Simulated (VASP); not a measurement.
VASP runs on PbF2 (fluorite) share one base input (PBE GGA, plane waves, VASP's PBE PAW potentials (set 64)) and change the settings named in each case.

**KPOINTS**
```
Automatic mesh
0
Gamma
 6 6 6
0 0 0
```

INCAR:
```
SYSTEM = PbF2
PREC = Accurate
ENCUT = 520
EDIFF = 1E-6
NELM = 100
ALGO = Normal
LREAL = .FALSE.
LASPH = .TRUE.
ISMEAR = 0
SIGMA = 0.05
GGA = PE
LMAXMIX = 4
LWAVE = .FALSE.
LCHARG = .FALSE.
ISIF = 2
```

**POSCAR**
```
PbF2
1
    0.0000000000     2.9700000000     2.9700000000
    2.9700000000     0.0000000000     2.9700000000
    2.9700000000     2.9700000000     0.0000000000
Pb F
1 2
Direct
  0.0000000000   0.0000000000   0.0000000000
  0.2500000000   0.2500000000   0.2500000000
  0.7500000000   0.7500000000   0.7500000000
```

POTCAR, in this order: Pb_d F (PBE.64 set). Program: vasp_std.

```tsv
change	E(σ→0) (eV/atom)	pressure (GPa)	gap on the mesh (eV)	−TS (eV)	electronic steps
base run	-4.7797	1.98	4.44	0.0000	13
AMIX = 1.0, BMIX = 0.0001, IMIX = 1 (not converged)	-618.0534	4021.28	0.00	-0.0023	100
AMIX = 0.1, BMIX = 1.0, IMIX = 4	-4.7797	1.98	4.44	0.0000	16
AMIX = 1.0, BMIX = 1.0, IMIX = 1 (not converged)	-282.6118	3012.06	0.00	-0.0010	100
AMIX = 0.6, BMIX = 3.0, IMIX = 1	-4.7797	2.00	4.44	0.0000	35
AMIX = 0.6, BMIX = 0.0001, IMIX = 1	-4.7797	1.93	4.44	0.0000	66
```
 Unless said otherwise, spin-orbit coupling is left out, though it shifts the bands of the heavy elements here.

Left out are runs that ran out of time, are held back, or changed the cell or the kind of run, fixed moments of cells without a moment, rows past the twelfth, gaps on odd meshes, pressures of charged cells and columns that move by less than the noise.

The compound is PbF2 in the fluorite structure, the β form. The cell was not relaxed at this level.
